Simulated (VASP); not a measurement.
Energy against volume of BaTiO₃ (cubic perovskite). Level of theory: PBE GGA with D3 dispersion (Becke-Johnson damping), VASP's PBE PAW potentials (set 64) (plane waves; VASP). Settings: 520 eV cut-off, 6×6×6 Γ-centred mesh, Gaussian smearing of 0.050 eV, potentials Ba_sv Ti_sv O.

```csv
V (Å³/atom),E (eV/atom)
12.476,-8.25134
12.861,-8.25824
13.247,-8.25287
13.633,-8.23711
```

Q: Fit these four points and predict the energy of the run at 12.090 Å³/atom.

A: A cubic in V^(−2/3), the third-order Birch-Murnaghan form, passes through the four points with V0 = 12.87 Å³/atom and B0 = 169 GPa, and gives -8.2298 eV/atom there. The run gave -8.2299 eV/atom, -0.1 meV/atom from the fit; all five points give B0 = 169 GPa.

The compound is BaTiO3 in the cubic perovskite structure, the ideal cubic form; the compound distorts at low or room temperature. It was relaxed first.
